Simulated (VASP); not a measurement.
BeSe (zinc blende), at 1.04 of the tabulated volume:

```xyz
2
Lattice="0.0000 2.6038 2.6038 2.6038 0.0000 2.6038 2.6038 2.6038 0.0000" Properties=species:S:1:pos:R:3 pbc="T T T"
Be     0.0000     0.0000     0.0000
Se     1.3019     1.3019     1.3019
```

The lowest empty band near X, direction across the valley's axis, from mBJ (TB09) with spin-orbit coupling in VASP (PAW); its two spin partners are averaged. The gap over the points computed is 3.54 eV, and the next band on that side lies 1.22 eV away at the edge.

Run with 400 eV cut-off, 10×10×10 Γ-centred mesh, Gaussian smearing of 0.050 eV, potentials Be Se.

```json
[
 {"distance from the edge in k (1/Å)": "0.018", "distance in energy (meV)": "4.2"},
 {"distance from the edge in k (1/Å)": "0.025", "distance in energy (meV)": "8.0"},
 {"distance from the edge in k (1/Å)": "0.035", "distance in energy (meV)": "15.7"},
 {"distance from the edge in k (1/Å)": "0.050", "distance in energy (meV)": "32.0"},
 {"distance from the edge in k (1/Å)": "0.070", "distance in energy (meV)": "62.6"}
]
```

Problem. Fit E(1 + αE) = ħ²k²/2m* (ħ²/2m0 = 3.810 eV Å²) and predict the row at 0.095 1/Å.

Solution. The rows don't resolve α, so a parabola serves: the electron mass is m* = 0.298 m0, and so 115.4 meV. The run gave 114.9 meV, -0.5 meV from the fit.

Left out are points under 3 meV from the edge, since the levels carry 0.1 meV, and points farther than half the way to the next band.

The compound is BeSe in the zinc blende structure. The cell was not relaxed at this level.
